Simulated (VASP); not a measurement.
A convergence study with VASP on Eu (bcc): one setting is varied, all else stays as given below, so the limit is that of these other settings.

```
Eu
1.0
   -2.29000     2.29000     2.29000
    2.29000    -2.29000     2.29000
    2.29000     2.29000    -2.29000
Eu
1
Direct
  0.00000   0.00000   0.00000
```

The numbers are results of PBE GGA, VASP's PBE PAW potentials (set 64) (plane waves; VASP 6.6.1), not measurements. The tightest run used: 550 eV cut-off, 21×21×21 Γ-centred mesh, first-order Methfessel-Paxton smearing of 0.10 eV, potentials Eu_2.

The 4f electrons are frozen in the core of the lanthanide potential, so 4f levels, which can set the real gap, and their magnetism are missing.

**Question.** The settings run are 1×1×1 mesh; 2×2×2 mesh; 3×3×3 mesh; 4×4×4 mesh; 5×5×5 mesh; 7×7×7 mesh; 8×8×8 mesh; 9×9×9 mesh; 10×10×10 mesh; 11×11×11 mesh; 12×12×12 mesh; 14×14×14 mesh; 15×15×15 mesh; 16×16×16 mesh; 17×17×17 mesh; 18×18×18 mesh; 20×20×20 mesh; 21×21×21 mesh. From which on does the energy per atom stay within 0.001 eV/atom of the tightest run?

**Answer.** From 12×12×12 mesh on: it is off by 0.0007 there and by no more than 0.001 in any finer run, while 11×11×11 mesh is off by 0.0019.
| setting | E (eV/atom) | pressure (GPa) | irreducible k-points | difference judged (eV/atom) |
|---|---|---|---|---|
| 1×1×1 mesh | -6.1977 | 0.19 | 1 | 4.3490 |
| 2×2×2 mesh | -2.2400 | -6.70 | 3 | 0.3914 |
| 3×3×3 mesh | -1.6508 | -0.67 | 4 | 0.1979 |
| 4×4×4 mesh | -1.8610 | -0.94 | 8 | 0.0123 |
| 5×5×5 mesh | -1.8535 | -0.92 | 10 | 0.0048 |
| 7×7×7 mesh | -1.8503 | -0.86 | 20 | 0.0017 |
| 8×8×8 mesh | -1.8476 | -0.90 | 29 | 0.0010 |
| 9×9×9 mesh | -1.8454 | -1.00 | 35 | 0.0032 |
| 10×10×10 mesh | -1.8484 | -0.93 | 47 | 0.0002 |
| 11×11×11 mesh | -1.8468 | -1.00 | 56 | 0.0019 |
| 12×12×12 mesh | -1.8479 | -0.98 | 72 | 0.0007 |
| 14×14×14 mesh | -1.8481 | -1.02 | 104 | 0.0005 |
| 15×15×15 mesh | -1.8493 | -0.98 | 120 | 0.0007 |
| 16×16×16 mesh | -1.8480 | -0.97 | 145 | 0.0006 |
| 17×17×17 mesh | -1.8486 | -1.00 | 165 | 0.0001 |
| 18×18×18 mesh | -1.8489 | -0.97 | 195 | 0.0003 |
| 20×20×20 mesh | -1.8485 | -0.99 | 256 | 0.0001 |
| 21×21×21 mesh | -1.8486 | -0.97 | 286 | 0.0000 |

Left out are rungs that failed or repeat a setting and relaxations that didn't move; long series are thinned to 24 rows.

The compound is Eu in the bcc structure. The cell was not relaxed at this level.
